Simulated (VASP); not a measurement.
# Si2W: accuracy against cost in the smearing and SCF solver

A convergence test on Si2W: the smearing and SCF solver. The atoms are off their equilibrium sites, so that forces can be compared too. The series runs use LDA. The smearing tried: ISMEAR = 0, SIGMA = 0.01; ISMEAR = 0, SIGMA = 0.05; ISMEAR = 0, SIGMA = 0.1; ISMEAR = 0, SIGMA = 0.2; ISMEAR = 0, SIGMA = 0.5; ISMEAR = 1, SIGMA = 0.01; ISMEAR = 1, SIGMA = 0.05; ISMEAR = 1, SIGMA = 0.1; ISMEAR = 1, SIGMA = 0.2; ISMEAR = 1, SIGMA = 0.5; ISMEAR = -5. The SCF solver tried: ALGO = Normal; ALGO = Fast; ALGO = VeryFast; ALGO = All; ALGO = Damped; AMIX = 0.1, BMIX = 0.01; AMIX = 0.8; IMIX = 1, AMIX = 0.2. The atoms of the start are displaced at random from the sites of a I4/mmm cell.

Method: LDA; plane waves and PAW (Si, W), in VASP 6.6.1.

Most raw output is cut from this account.

## (1) Starting point

It takes space group P1 (No. 1, triclinic). The conventional cell has a = 3.214 Å, b = 3.214 Å, c = 4.527 Å, α = 110.79°, β = 110.79°, γ = 90.00°. Si has 5 W at 2.56 to 2.71 Å and 5 Si at 2.58 to 2.66 Å nearest. Si has 5 W at 2.53 to 2.67 Å and 5 Si at 2.58 to 2.66 Å nearest. Nearest to W lie 10 Si at 2.53 to 2.71 Å. Farther neighbours are not listed.

Coordinates:

```
Si W
1.0
    -3.21380    0.00000    0.00000
     0.00000    3.21380    0.00000
     1.60690   -1.60690   -3.91495
Si W
2 1
Direct
  0.66724 0.67903 0.33216
  0.34674 0.35504 0.67339
  0.02017 0.99372 0.99376
```

## (2) Smearing: ISMEAR = 0, SIGMA = 0.01

Smearing steadies the sum over the Fermi surface at the price of an entropy term. LDA, the lowest rung, knows the local density alone.

Contents of INCAR:

```
SYSTEM = Si2W
PREC = Accurate
ENCUT = 400
EDIFF = 1E-06
NELM = 100
ISMEAR = 0
SIGMA = 0.01
LREAL = .FALSE.
ALGO = Normal
GGA = CA
NBANDS = 13
LASPH = .TRUE.
LORBIT = 11
LWAVE = .FALSE.
LCHARG = .FALSE.
KPAR = 4
ISIF = 2
```

Contents of POSCAR:

```
Si2W
1.0
   -3.2138000000      0.0000000000      0.0000000000
    0.0000000000      3.2138000000      0.0000000000
    1.6069000000     -1.6069000000     -3.9149500000
Si W
2 1
Direct
    0.6672450000      0.6790310000      0.3321630000
    0.3467440000      0.3550360000      0.6733890000
    0.0201690000     -0.0062800000     -0.0062360000
```

Contents of KPOINTS:

```
Automatic mesh
0
Gamma
8 8 6
0 0 0
```

PAW data sets: Si and W (PBE family, release 64).

Command:

```bash
mpirun -np 4 vasp_std
```

Wall time 6.2 s (4 MPI ranks of Intel Xeon 6975P-C (Granite Rapids), shared host); peak memory 0.73 GiB.

The k-mesh is coarse for a metal. The PAW data sets were made with PBE, though LDA sets exist; this is a small mismatch. The data set W keeps the semicore shell frozen, which is cheaper and a little less accurate.

Numbers from this step:

```yaml
scf_cycles: 12
electrons: 14
bands: 13
irreducible_k_points: 196
symmetry_operations: 1
free_energy_toten: -27.31 eV
fermi_energy: 10.11 eV
pressure: -3.441 GPa
metallic: yes
```

The series starts at -9.1035 eV an atom and -3.44 GPa, after 12 cycles in 6.2 s. The entropy term T·S comes to 0.00 meV an atom in size.

## (3) Smearing: ISMEAR = 0, SIGMA = 0.05

INCAR: that of step 2 with these lines changed.

```diff
@@ -6,3 +6,3 @@
 ISMEAR = 0
-SIGMA = 0.01
+SIGMA = 0.05
 LREAL = .FALSE.
```

POSCAR is that of step 2.

KPOINTS is that of step 2.

Command:

```bash
mpirun -np 4 vasp_std
```

The job ended after 6.2 s (4 MPI ranks; peak memory 0.72 GiB).

Against the run before the energy at zero width moves by +0.01 meV an atom while the pressure stays within 0.01 GPa, after 12 cycles in 6.2 s. The entropy term T·S comes to 0.03 meV an atom in size.

## (4) Smearing: ISMEAR = 0, SIGMA = 0.1

INCAR: that of step 3 with these lines changed.

```diff
@@ -6,3 +6,3 @@
 ISMEAR = 0
-SIGMA = 0.05
+SIGMA = 0.1
 LREAL = .FALSE.
```

POSCAR is that of step 3.

KPOINTS is that of step 3.

Command:

```bash
mpirun -np 4 vasp_std
```

Wall time 6.2 s (4 MPI ranks); peak memory 0.72 GiB; 22 s of CPU time.

Against the run before the energy at zero width moves by +0.06 meV an atom and the pressure by +0.01 GPa, after 12 cycles in 6.2 s. The entropy term T·S comes to 0.37 meV an atom in size.

## (5) Smearing: ISMEAR = 0, SIGMA = 0.2

INCAR: that of step 4 with these lines changed.

```diff
@@ -6,3 +6,3 @@
 ISMEAR = 0
-SIGMA = 0.1
+SIGMA = 0.2
 LREAL = .FALSE.
```

POSCAR is that of step 4.

KPOINTS is that of step 4.

Command:

```bash
mpirun -np 4 vasp_std
```

Run time: 6.2 s. Hardware: 4 MPI ranks; peak memory 0.71 GiB.

Against the run before the energy at zero width moves by -0.02 meV an atom and the pressure by +0.02 GPa, after 12 cycles in 6.2 s. The entropy term T·S comes to 1.46 meV an atom in size.

## (6) Smearing: ISMEAR = 0, SIGMA = 0.5

INCAR: that of step 5 with these lines changed.

```diff
@@ -6,3 +6,3 @@
 ISMEAR = 0
-SIGMA = 0.2
+SIGMA = 0.5
 LREAL = .FALSE.
```

POSCAR is that of step 5.

KPOINTS is that of step 5.

Command:

```bash
mpirun -np 4 vasp_std
```

Wall time 6.2 s (4 MPI ranks); peak memory 0.71 GiB.

Against the run before the energy at zero width moves by +2.30 meV an atom and the pressure by +0.26 GPa, after 12 cycles in 6.2 s. The entropy term T·S comes to 17.64 meV an atom in size.

## (7) Smearing: ISMEAR = 1, SIGMA = 0.01

INCAR: that of step 6 with these lines changed.

```diff
@@ -5,4 +5,4 @@
 NELM = 100
-ISMEAR = 0
-SIGMA = 0.5
+ISMEAR = 1
+SIGMA = 0.01
 LREAL = .FALSE.
```

POSCAR is that of step 6.

KPOINTS is that of step 6.

Command:

```bash
mpirun -np 4 vasp_std
```

The job ended after 6 s (4 MPI ranks; peak memory 0.71 GiB; 22 s of CPU time).

Against the first of the series the energy at zero width stays within 0.01 meV an atom and the pressure within 0.01 GPa, after 12 cycles in 6 s. The entropy term T·S comes to 0.00 meV an atom in size.

## (8) Smearing: ISMEAR = 1, SIGMA = 0.05

INCAR: that of step 7 with these lines changed.

```diff
@@ -6,3 +6,3 @@
 ISMEAR = 1
-SIGMA = 0.01
+SIGMA = 0.05
 LREAL = .FALSE.
```

POSCAR is that of step 7.

KPOINTS is that of step 7.

Command:

```bash
mpirun -np 4 vasp_std
```

Run time: 6 s. Hardware: 4 MPI ranks; peak memory 0.72 GiB.

Against the run before the energy at zero width moves by +0.01 meV an atom while the pressure stays within 0.01 GPa, after 12 cycles in 6 s. The entropy term T·S comes to 0.04 meV an atom in size.

## (9) Smearing: ISMEAR = 1, SIGMA = 0.1

INCAR: that of step 8 with these lines changed.

```diff
@@ -6,3 +6,3 @@
 ISMEAR = 1
-SIGMA = 0.05
+SIGMA = 0.1
 LREAL = .FALSE.
```

POSCAR is that of step 8.

KPOINTS is that of step 8.

Command:

```bash
mpirun -np 4 vasp_std
```

It took 6 s on 4 MPI ranks; peak memory 0.71 GiB.

Against the run before the energy at zero width moves by +0.03 meV an atom while the pressure stays within 0.01 GPa, after 12 cycles in 6 s. The entropy term T·S comes to 0.21 meV an atom in size.

## (10) Smearing: ISMEAR = 1, SIGMA = 0.2

INCAR: that of step 9 with these lines changed.

```diff
@@ -6,3 +6,3 @@
 ISMEAR = 1
-SIGMA = 0.1
+SIGMA = 0.2
 LREAL = .FALSE.
```

POSCAR is that of step 9.

KPOINTS is that of step 9.

Command:

```bash
mpirun -np 4 vasp_std
```

Wall time 6.2 s (4 MPI ranks); peak memory 0.72 GiB.

Against the run before the energy at zero width moves by +0.14 meV an atom and the pressure by +0.01 GPa, after 12 cycles in 6.2 s. The entropy term T·S comes to 0.33 meV an atom in size.

## (11) Smearing: ISMEAR = 1, SIGMA = 0.5

INCAR: that of step 10 with these lines changed.

```diff
@@ -6,3 +6,3 @@
 ISMEAR = 1
-SIGMA = 0.2
+SIGMA = 0.5
 LREAL = .FALSE.
```

POSCAR is that of step 10.

KPOINTS is that of step 10.

Command:

```bash
mpirun -np 4 vasp_std
```

It took 6.2 s on 4 MPI ranks; peak memory 0.69 GiB; 23 s of CPU time.

Against the run before the energy at zero width moves by +0.31 meV an atom and the pressure by -0.07 GPa, after 12 cycles in 6.2 s. The entropy term T·S comes to 5.82 meV an atom in size.

## (12) Smearing: ISMEAR = -5

INCAR: that of step 11 with these lines changed.

```diff
@@ -5,4 +5,4 @@
 NELM = 100
-ISMEAR = 1
-SIGMA = 0.5
+ISMEAR = -5
+SIGMA = 0.05
 LREAL = .FALSE.
```

POSCAR is that of step 11.

KPOINTS is that of step 11.

Command:

```bash
mpirun -np 4 vasp_std
```

Wall time 7.4 s (4 MPI ranks); peak memory 0.72 GiB.

With tetrahedra the forces and stress of a metal are not exact derivatives of the energy.

Against the first of the series the energy at zero width moves by +0.59 meV an atom and the pressure by +0.03 GPa, after 14 cycles in 7.4 s.

## (13) The smearing series as a table

This step: convergence of LDA results with the smearing; plane waves and PAW (VASP 6.6.1).

Derived from the runs above.

One cell and one 8×8×6 mesh. Free energy against width, by row:

| Gaussian width σ (eV) | free energy less that at the narrowest width (meV/atom) |
| --- | --- |
| 0.01 | 0 |
| 0.05 | -0.01 |
| 0.1 | -0.11 |
| 0.2 | -0.68 |
| 0.5 | -6.47 |

Differences are taken from the run with ISMEAR = 0, SIGMA = 0.01. Results of the series, by row:

| setting | status | energy less the reference (meV/atom) | pressure (GPa) | largest force difference (meV/Å) | SCF cycles | wall time (s) |
| --- | --- | --- | --- | --- | --- | --- |
| ISMEAR = 0, SIGMA = 0.01 | converged | 0 | -3.441 | 0 | 12 | 6.2 |
| ISMEAR = 0, SIGMA = 0.05 | converged | 0.011 | -3.44 | 0.923 | 12 | 6.2 |
| ISMEAR = 0, SIGMA = 0.1 | converged | 0.07033 | -3.432 | 6.301 | 12 | 6.2 |
| ISMEAR = 0, SIGMA = 0.2 | converged | 0.04694 | -3.416 | 16.24 | 12 | 6.2 |
| ISMEAR = 0, SIGMA = 0.5 | converged | 2.351 | -3.158 | 65.48 | 12 | 6.2 |
| ISMEAR = 1, SIGMA = 0.01 | converged | 0.001373 | -3.441 | 1.05 | 12 | 6 |
| ISMEAR = 1, SIGMA = 0.05 | converged | 0.01058 | -3.443 | 1.208 | 12 | 6 |
| ISMEAR = 1, SIGMA = 0.1 | converged | 0.03856 | -3.443 | 1.781 | 12 | 6 |
| ISMEAR = 1, SIGMA = 0.2 | converged | 0.1824 | -3.438 | 8.605 | 12 | 6.2 |
| ISMEAR = 1, SIGMA = 0.5 | converged | 0.4911 | -3.505 | 20.05 | 12 | 6.2 |
| ISMEAR = -5 | converged | 0.5896 | -3.414 | 14.31 | 14 | 7.4 |

## (14) SCF solver: ALGO = Normal

This step: LDA; plane waves and PAW (Si, W) (VASP 6.6.1).

All solvers should reach one answer; they differ in cycles and robustness.

INCAR: that of step 12 with these lines changed.

```diff
@@ -5,3 +5,3 @@
 NELM = 100
-ISMEAR = -5
+ISMEAR = -1
 SIGMA = 0.05
```

POSCAR is that of step 12.

KPOINTS is that of step 12.

Command:

```bash
mpirun -np 4 vasp_std
```

Elapsed: 6 s, on 4 MPI ranks; peak memory 0.71 GiB.

This step gave:

```
SCF cycles   : 12
Fermi energy : 10.18 eV
pressure     : -3.427 GPa
```

The series starts at -9.1035 eV an atom and -3.43 GPa, after 12 cycles in 6 s.

## (15) SCF solver: ALGO = Fast

INCAR: that of step 14 with these lines changed.

```diff
@@ -8,3 +8,3 @@
 LREAL = .FALSE.
-ALGO = Normal
+ALGO = Fast
 GGA = CA
```

POSCAR is that of step 14.

KPOINTS is that of step 14.

Command:

```bash
mpirun -np 4 vasp_std
```

The job ended after 7.4 s (4 MPI ranks; peak memory 0.72 GiB; 27 s of CPU time).

Against the first of the series the energy stays within 0.01 meV an atom; the pressure moves by +0.01 GPa, after 14 cycles in 7.4 s.

## (16) SCF solver: ALGO = VeryFast

INCAR: that of step 15 with these lines changed.

```diff
@@ -8,3 +8,3 @@
 LREAL = .FALSE.
-ALGO = Fast
+ALGO = VeryFast
 GGA = CA
```

POSCAR is that of step 15.

KPOINTS is that of step 15.

Command:

```bash
mpirun -np 4 vasp_std
```

It took 9.8 s on 4 MPI ranks; peak memory 0.71 GiB; 36 s of CPU time.

Against the first of the series the energy stays within 0.01 meV an atom; the pressure moves by +0.01 GPa, after 21 cycles in 9.8 s.

## (17) SCF solver: ALGO = All

INCAR: that of step 16 with these lines changed.

```diff
@@ -8,3 +8,3 @@
 LREAL = .FALSE.
-ALGO = VeryFast
+ALGO = All
 GGA = CA
```

POSCAR is that of step 16.

KPOINTS is that of step 16.

Command:

```bash
mpirun -np 4 vasp_std
```

It took 7.2 s on 4 MPI ranks; peak memory 0.94 GiB.

Against the first of the series the energy stays within 0.01 meV an atom; the pressure moves by +0.01 GPa, after 15 cycles in 7.2 s.

## (18) SCF solver: ALGO = Damped

INCAR: that of step 17 with these lines changed.

```diff
@@ -8,3 +8,3 @@
 LREAL = .FALSE.
-ALGO = All
+ALGO = Damped
 GGA = CA
```

POSCAR is that of step 17.

KPOINTS is that of step 17.

Command:

```bash
mpirun -np 4 vasp_std
```

It took 8 s on 4 MPI ranks; peak memory 0.95 GiB; 29 s of CPU time.

Against the first of the series the energy stays within 0.01 meV an atom and the pressure within 0.01 GPa, after 21 cycles in 8 s.

## (19) SCF solver: AMIX = 0.1, BMIX = 0.01

INCAR: that of step 18 with these lines changed.

```diff
@@ -8,3 +8,3 @@
 LREAL = .FALSE.
-ALGO = Damped
+ALGO = Normal
 GGA = CA
@@ -17 +17,3 @@
 ISIF = 2
+AMIX = 0.1
+BMIX = 0.01
```

POSCAR is that of step 18.

KPOINTS is that of step 18.

Command:

```bash
mpirun -np 4 vasp_std
```

Run time: 8.4 s. Hardware: 4 MPI ranks; peak memory 0.71 GiB; 30 s of CPU time.

Against the first of the series the energy stays within 0.01 meV an atom and the pressure within 0.01 GPa, after 16 cycles in 8.4 s.

## (20) SCF solver: AMIX = 0.8

INCAR: that of step 19 with these lines changed.

```diff
@@ -17,3 +17,2 @@
 ISIF = 2
-AMIX = 0.1
-BMIX = 0.01
+AMIX = 0.8
```

POSCAR is that of step 19.

KPOINTS is that of step 19.

Command:

```bash
mpirun -np 4 vasp_std
```

Wall time 8.6 s (4 MPI ranks); peak memory 0.73 GiB; 31 s of CPU time.

Against the first of the series the energy stays within 0.01 meV an atom; the pressure moves by -0.01 GPa, after 13 cycles in 8.6 s.

## (21) SCF solver: IMIX = 1, AMIX = 0.2

INCAR: that of step 20 with these lines changed.

```diff
@@ -17,2 +17,3 @@
 ISIF = 2
-AMIX = 0.8
+IMIX = 1
+AMIX = 0.2
```

POSCAR is that of step 20.

KPOINTS is that of step 20.

Command:

```bash
mpirun -np 4 vasp_std
```

Run time: 14 s. Hardware: 4 MPI ranks; peak memory 0.69 GiB.

Against the first of the series the energy stays within 0.01 meV an atom; the pressure moves by -0.01 GPa, after 32 cycles in 14 s.

## (22) The SCF solver series as a table

This step: convergence of LDA results with the solver; plane waves and PAW (VASP 6.6.1).

Derived from the runs above.

Differences are taken from the run with ALGO = Normal. Results of the series, by row:

| setting | status | energy less the reference (meV/atom) | pressure (GPa) | largest force difference (meV/Å) | SCF cycles | wall time (s) |
| --- | --- | --- | --- | --- | --- | --- |
| ALGO = Normal | converged | 0 | -3.427 | 0 | 12 | 6 |
| ALGO = Fast | converged | -1.27e-4 | -3.418 | 0.326 | 14 | 7.4 |
| ALGO = VeryFast | converged | -3.73e-4 | -3.412 | 0.257 | 21 | 9.8 |
| ALGO = All | converged | -4.00e-5 | -3.422 | 0.121 | 15 | 7.2 |
| ALGO = Damped | converged | 2.33e-4 | -3.425 | 0.901 | 21 | 8 |
| AMIX = 0.1, BMIX = 0.01 | converged | 1.10e-4 | -3.422 | 0.45 | 16 | 8.4 |
| AMIX = 0.8 | converged | 1.83e-4 | -3.436 | 0.331 | 13 | 8.6 |
| IMIX = 1, AMIX = 0.2 | converged | -4.63e-4 | -3.437 | 0.211 | 32 | 14 |

## (23) Summary of results

```yaml
spread_of_the_pressure_over_the_smearing: 0.348 GPa
spread_of_the_energy_over_the_smearing: 2.35 meV/atom
fewest_scf_cycles: ALGO = Normal (12)
most_scf_cycles_among_converged_runs: IMIX = 1, AMIX = 0.2 (32)
spread_of_the_pressure_over_the_scf_solver: 0.0247 GPa
spread_of_the_energy_over_the_scf_solver: 7.0e-4 meV/atom
```

In words: The usual rule keeps the entropy term T·S under 1 meV an atom, which holds up to a width of 0.1 eV for Gaussian and 0.2 eV for first-order Methfessel-Paxton. That rule is made for Methfessel-Paxton; with the other schemes the zero-width estimate is the energy to use. Farthest in energy from the narrowest smearing lies ISMEAR = 0, SIGMA = 0.5 (+2.4 meV an atom, +0.28 GPa, 65.5 meV/Å in forces). On a fixed mesh a narrow width is not the exact answer for a metal: it samples the Fermi surface more noisily. All SCF solvers that converged agree within 0.05 meV an atom. No setting beats the 6 s of ALGO = Normal by a fifth or more; the slowest converged run is IMIX = 1, AMIX = 0.2, at 14 s. On a shared host such times are rough.

[Lines on the potential files, build, host, timing and source positions are cut from VASP's logs without a mark.]

[Logs are printed without paths, hosts, clocks, repeated set-up lines and the standing remarks that a program may print on its own settings, such as how far it seeks lower states.]

[Hosts, paths, dates, database ids (printed as entryN), source tags and the programs' standing remarks are cut or masked in the printed files.]

[A measured line is paired with the nearest computed mode of its activity, which favours agreement.]
